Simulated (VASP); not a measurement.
Consider the following.

Space group F-43m (No. 216); a = b = c = 5.8938 Å, α = β = γ = 90.00°

```tsv
atom	site	symmetry	x	y	z
In	4a	-43m	0.0000	0.0000	0.0000
P	4d	-43m	0.7500	0.7500	0.7500
```
(The calculation used a cell of 2 atoms; values per cell refer to that cell.)

Calculation: PBE0 hybrid, VASP's PBE PAW potentials (set 64) (plane waves; VASP). Numerical set-up: 520 eV cut-off, 6×6×6 Γ-centred mesh, Gaussian smearing of 0.050 eV, potentials In_d P.

Problem. Give the energy at these volumes per atom, relative to the lowest: 24.05, 24.84, 25.64, 26.43, 27.22 Å³.

Solution. 22.9, 5.1, 0.0, 5.7, 20.5 meV/atom. A third-order Birch-Murnaghan fit gives B0 = 70.6 GPa and B0′ = 4.5.

Measured: bulk modulus 72.0 GPa at 0 K (computed value off by -1.9 %), as given by Daniel Mejia-Rodriguez et al., Physical Review B (2018), arXiv:1807.09216 [0 K value with the zero-point phonon effect removed]; a 5.858 Å at 0 K (computed value off by +0.6 %), as given by Daniel Mejia-Rodriguez et al., Physical Review B (2018), arXiv:1807.09216 [static lattice: zero-point anharmonic expansion removed].

The compound is InP in the zinc blende structure. It was relaxed first. The cell's shape comes from a PBE relaxation.
